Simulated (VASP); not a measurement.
```
SrTe
1.0
    0.00000     3.33271     3.33271
    3.33271     0.00000     3.33271
    3.33271     3.33271     0.00000
Sr Te
1 1
Cartesian
  3.33271   0.00000   3.33271
  3.33271   3.33271   3.33271
```

Computed with PBE GGA with D3 dispersion (zero damping), VASP's PBE PAW potentials (set 64) (plane waves; VASP). Settings: 520 eV cut-off, 8×8×8 Γ-centred mesh, tetrahedra with Blöchl corrections, potentials Sr_sv Te.

Unless said otherwise, spin-orbit coupling is left out, though it shifts the bands of the heavy elements here.

Tabulate the total density of states (states/eV per cell) against energy (eV; zero at the valence-band maximum or, without a gap, the Fermi level).

```
E (eV) | DOS (states/eV)
    -9.94 | # 0.15
    -9.61 | ####### 2.14
    -9.16 |  0.00
    -8.83 |  0.00
    -8.39 |  0.00
    -8.06 |  0.00
    -7.61 |  0.00
    -7.28 |  0.00
    -6.84 |  0.00
    -6.51 |  0.00
    -6.06 |  0.00
    -5.73 |  0.00
    -5.29 |  0.00
    -4.95 |  0.00
    -4.51 |  0.00
    -4.18 |  0.00
    -3.74 |  0.00
    -3.40 |  0.00
    -2.96 |  0.00
    -2.63 | ## 0.68
    -2.19 | ########## 2.92
    -1.85 | ##### 1.31
    -1.41 | ######### 2.53
    -1.08 | ############################## 8.56
    -0.64 | ####### 1.85
    -0.30 | ## 0.56
     0.14 |  0.00
     0.47 |  0.00
     0.92 |  0.00
     1.25 |  0.00
     1.69 |  0.00
     2.02 | # 0.23
     2.47 | ## 0.54
     2.80 | ### 0.79
     3.24 | ##### 1.49
     3.57 | ###### 1.79
     4.02 | #### 1.23
     4.35 | ########## 2.90
     4.79 | ############# 3.79
     5.12 | ############ 3.53
```
Within 2 eV below the valence-band maximum the largest weight inside VASP's projection spheres is Te p.

The compound is SrTe in the rock salt structure. It was relaxed first.
